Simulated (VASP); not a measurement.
Energy against volume of Nb (bcc). Method: PBE GGA with D3 dispersion (zero damping), VASP's PBE PAW potentials (set 64) (plane waves; VASP). Numerical set-up: 520 eV cut-off, 16×16×16 Γ-centred mesh, first-order Methfessel-Paxton smearing of 0.10 eV, potentials Nb_sv.

```tsv
V (Å³/atom)	E (eV/atom)
16.362	-10.73912
16.884	-10.76965
17.407	-10.77849
17.929	-10.76927
```

Problem. Fit these four points and predict the energy of the run at 18.451 Å³/atom.

Solution. A cubic in V^(−2/3), the third-order Birch-Murnaghan form, passes through the four points with V0 = 17.38 Å³/atom and B0 = 185 GPa, and gives -10.7451 eV/atom there. The run gave -10.7449 eV/atom, +0.2 meV/atom from the fit; all five points give B0 = 186 GPa.

The compound is Nb in the bcc structure. It was relaxed first.
